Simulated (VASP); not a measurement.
An input for Quantum ESPRESSO's pw.x (written as the equivalent of a VASP run, and not itself run):

```
&CONTROL
  calculation = 'scf'
  pseudo_dir = './pseudo'
  outdir = './out'
  tprnfor = .true.
  tstress = .true.
/
&SYSTEM
  ibrav = 0
  nat = 2
  ntyp = 2
  ecutwfc = 84
  occupations = 'smearing'
  smearing = 'gaussian'
  degauss = 0.003675
  input_dft = 'pbesol'
/
&ELECTRONS
  conv_thr = 7.3e-09
  electron_maxstep = 100
/
ATOMIC_SPECIES
  Mg 24.305 Mg.upf
  O 15.999 O.upf
CELL_PARAMETERS angstrom
     0.0000000    2.1050000    2.0418500
     2.0418500    0.0000000    2.0418500
     2.0418500    2.1050000    0.0000000
ATOMIC_POSITIONS crystal
  Mg   0.0000000  0.0000000  0.0000000
  O    0.5000000  0.5000000  0.5000000
K_POINTS automatic
  10 10 10 0 0 0
```

Translate this input to VASP (INCAR, KPOINTS, POSCAR, choice of POTCAR).

Several could match; the one computed here: 
POSCAR:
```
MgO
1
    0.0000000000     2.1050000000     2.0418500000
    2.0418500000     0.0000000000     2.0418500000
    2.0418500000     2.1050000000     0.0000000000
Mg O
1 1
Direct
  0.0000000000   0.0000000000   0.0000000000
  0.5000000000   0.5000000000   0.5000000000
```

### KPOINTS
```
kpoints
0
Gamma
 10 10 10
0 0 0
```

### INCAR
```
SIGMA=0.05
LASPH=.TRUE.   # aspherical one-centre terms
LCHARG=.FALSE.
NELM=100   # most electronic steps
ISIF=2
SYSTEM=MgO
GGA=PS   # PBEsol
LREAL=.FALSE.   # projection in real space or not
ISMEAR=0
ENCUT=600   # plane-wave cut-off (eV)
PREC=Accurate
ALGO=Normal
LWAVE=.FALSE.
EDIFF=1E-7   # SCF stop (eV)
```

POTCAR, in this order: Mg O (PBE.64 set). Program: vasp_std.

The two are equivalent in intent, not identical: the potentials are each code's own (VASP's PAW set, PseudoDojo norm-conserving files in pw.x), so ENCUT and ecutwfc are chosen apart and not converted; conv_thr bounds pw.x's estimated SCF error, while EDIFF bounds the energy change between steps.

The compound is MgO in the rock salt structure. This cell was strained or had an atom moved on purpose.
